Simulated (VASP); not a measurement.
Energy against volume of SiO2 (rutile). These are r2SCAN meta-GGA, VASP's PBE PAW potentials (set 64) (plane waves; VASP) values and carry that method's errors. Numerical set-up: 520 eV cut-off, 5×5×8 Γ-centred mesh, Gaussian smearing of 0.050 eV, potentials Si O.

Shape and ions are relaxed at each volume.

```json
[
 {"V (Å³/atom)": "7.564", "E (eV/atom)": "-9.79002"},
 {"V (Å³/atom)": "7.798", "E (eV/atom)": "-9.79766"},
 {"V (Å³/atom)": "8.032", "E (eV/atom)": "-9.79190"},
 {"V (Å³/atom)": "8.265", "E (eV/atom)": "-9.77517"}
]
```

Fit these four points and predict the energy of the run at 7.330 Å³/atom.

A cubic in V^(−2/3), the third-order Birch-Murnaghan form, passes through the four points with V0 = 7.81 Å³/atom and B0 = 303 GPa, and gives -9.7661 eV/atom there. The run gave -9.7663 eV/atom, -0.1 meV/atom from the fit; all five points give B0 = 302 GPa.

The compound is SiO2 in the rutile structure, stishovite, a high-pressure form. It was relaxed first.
